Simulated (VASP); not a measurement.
VASP ran on this input.

**POSCAR**
```
SnTe
1
    0.0000000000     3.2496880000     3.1488870000
    3.2323180000     0.0000000000     3.1488870000
    3.2323180000     3.2496880000     0.0000000000
Sn Te
1 1
Direct
  0.0000000000   0.0000000000   0.0000000000
  0.4877460000   0.5122540000   0.5122540000
```

### KPOINTS
```
K-points
0
Monkhorst Pack
 2 2 2
```

### INCAR
```
! general
SYSTEM  = SnTe
PREC    = Accurate
ENCUT   = 400   ! plane-wave cut-off (eV)
LREAL   = F   ! projection in real space or not
LASPH   = T

! electronic loop
EDIFF   = 1E-6   ! SCF stop (eV)
NELM    = 100   ! most electronic steps
ALGO    = Normal   ! blocked Davidson
LMAXMIX = 4   ! l cut-off of mixed one-centre charges

! smearing
ISMEAR  = 0   ! Gaussian
SIGMA   = 0.05   ! width (eV)

! functional
GGA     = PE

! ions
ISIF    = 2   ! forces and stress, cell fixed

! output
LWAVE   = F
LCHARG  = F
```

POTCAR, in this order: Sn_d Te (PBE.64 set). Program: vasp_std.

Task: Write an equivalent input for Quantum ESPRESSO's pw.x.

Result: One equivalent input (not run):
```
&CONTROL
  calculation = 'scf'
  pseudo_dir = './pseudo'
  outdir = './out'
  tprnfor = .true.
  tstress = .true.
/
&SYSTEM
  ibrav = 0
  nat = 2
  ntyp = 2
  ecutwfc = 82.3
  occupations = 'smearing'
  smearing = 'gaussian'
  degauss = 0.003675
  input_dft = 'pbe'
/
&ELECTRONS
  conv_thr = 7.3e-08
  electron_maxstep = 100
/
ATOMIC_SPECIES
  Sn 118.710 Sn.upf
  Te 127.600 Te.upf
CELL_PARAMETERS angstrom
     0.0000000    3.2496880    3.1488870
     3.2323180    0.0000000    3.1488870
     3.2323180    3.2496880    0.0000000
ATOMIC_POSITIONS crystal
  Sn   0.0000000  0.0000000  0.0000000
  Te   0.4877460  0.5122540  0.5122540
K_POINTS automatic
  2 2 2 1 1 1
```
The two are equivalent in intent, not identical: the potentials are each code's own (VASP's PAW set, PseudoDojo norm-conserving files in pw.x), so ENCUT and ecutwfc are chosen apart and not converted; conv_thr bounds pw.x's estimated SCF error, while EDIFF bounds the energy change between steps; an even Monkhorst-Pack mesh in KPOINTS is the half-step-shifted mesh of pw.x.

The compound is SnTe in the rock salt structure, which distorts at low temperature. The cell was not relaxed at this level, atoms are displaced from their ideal sites. The k-mesh is coarse (spacing up to 0.85 per Å, 2π included), so the numbers may not be converged in it. The run is one of a series of settings (KPOINTS 2×2×2 Monkhorst-Pack mesh against the base run), some of them coarse on purpose.
